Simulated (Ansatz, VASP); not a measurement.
**Ni2N: VASP beside Ansatz**

```
CELL_PARAMETERS angstrom
2.71077 0.00000 0.00000
-1.35539 2.34760 0.00000
0.00000 0.00000 8.89411
ATOMIC_POSITIONS crystal
Ni 0.33333 0.66667 0.61757
Ni 0.66667 0.33333 0.11757
Ni 0.33333 0.66667 0.88243
Ni 0.66667 0.33333 0.38243
N 0.33333 0.66667 0.25000
N 0.66667 0.33333 0.75000
```

Alike in both runs: functional PBE; k mesh 12 × 12 × 2; occupations gaussian, width 0.1 eV; no spin polarisation.

Ansatz relaxed the structure, and its values are those at the end. VASP's run is a single point on that final structure, the one shown.

```csv
,VASP,Ansatz
version,VASP 6.6.1,Ansatz 0.2.0
potentials or method,"VASP PAW PBE potentials, release 64 (Ni, N)","scalar-relativistic, plane waves, PAW"
plane-wave cutoff (eV),520,420
valence electrons in the cell,50,82
```

Ansatz gave:

| Property | Result |
| --- | --- |
| gap on the k mesh at the Fermi level (eV) | none |
| pressure (GPa) | 0.3 |
| rms of the force components (eV/Å) | 0.009 |

Q: Estimate VASP's values.

A: gap on the k mesh at the Fermi level (eV): none; pressure (GPa): 0.7; rms of the force components (eV/Å): 0.021.

A gap of «none» marks a metal or a gap that the smearing closes. The functional is the same, so the differences come from potentials, cutoffs and numerics. The two sets of potentials don't hold the same shells in valence.

Caveats: the run has no spin polarisation, though such a crystal can be magnetic. Spin polarisation is off, so any magnetic state and its effect on volume and gap are missing.
